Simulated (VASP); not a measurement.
Consider the following.

```xyz
1
Lattice="-1.5688 1.5688 1.5688 1.5688 -1.5688 1.5688 1.5688 1.5688 -1.5688" Properties=species:S:1:pos:R:3 pbc="T T T"
Mo     0.0000     0.0000     0.0000
```

Level of theory: vdW-DF-cx, VASP's PBE PAW potentials (set 64) (plane waves; VASP). Numerical set-up: 520 eV cut-off, Gaussian smearing of 0.050 eV, potentials Mo_sv.

Problem. Predict the band gap (along the path) with the smallest direct gap where there is one.

Solution. 
| Property | Result |
|---|---|
| band gap (along the path) | none (metal, semimetal or under 0.01 eV) |

The absolute energy has meaning only against runs of the same code, potentials and settings.

The compound is Mo in the bcc structure. It was relaxed first.
